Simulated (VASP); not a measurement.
Crystal: SnSe2.

```
Sn Se
1.0
     3.81927    0.00000    0.00000
    -1.90963    3.30758    0.00000
     0.00000    0.00000    6.15332
Sn Se
1 2
Direct
  0.00000 0.00000 0.00000
  0.66667 0.33333 0.74189
  0.33333 0.66667 0.25811
```

The cell is a database's computed one.

Base run:

```yaml
Program: VASP 6.6.1
Functional: TB-mBJ
Potentials_or_basis: VASP PAW PBE potentials, release 64 (Sn_d, Se)
Cutoff: 520 eV
k_mesh: 9 × 9 × 4
Occupations: gaussian, width 0.02 eV
Spin: no spin polarisation
```

Its results: band gap on the k mesh 1.22 eV, indirect (least direct gap 1.68 eV).

Question: The run is repeated on the same cell with these changes: functional from TB-mBJ to PBEsol. What comes out?

Answer: Band gap on the k mesh 0.60 eV, indirect (least direct gap 0.98 eV).

Caveats: spin-orbit coupling is left out, which moves the levels of the heavy elements; the mesh misses the band edges, which the band path finds closer together (some runs).

Not every run made on this cell is shown here.
